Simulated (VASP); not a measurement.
Here is the system:

```
LiH
1.0
    0.00000     1.98792     1.98792
    1.98792     0.00000     1.98792
    1.98792     1.98792     0.00000
Li H
1 1
Direct
  0.00000   0.00000   0.00000
  0.50000   0.50000   0.50000
```

The numbers are results of PBEsol GGA, VASP's PBE PAW potentials (set 64) (plane waves; VASP 6.6.1), not measurements. Settings: PREC = Normal, EDIFF = 1E-5, 450 eV cut-off, 13×13×13 Γ-centred mesh, Gaussian smearing of 0.050 eV, potentials Li_sv H.

At this cut-off the stress carries a Pulay error, which pulls relaxed volumes low.

Task: Estimate the energy per atom (σ→0), pressure.

Result: 
| Item | Result |
|---|---|
| energy per atom (σ→0) | -295.4 kJ/mol of atoms |
| pressure | -1.25 GPa |

The absolute energy has meaning only against runs of the same code, potentials and settings.

The compound is LiH in the rock salt structure. It was relaxed first, which changed the volume by -7 %.
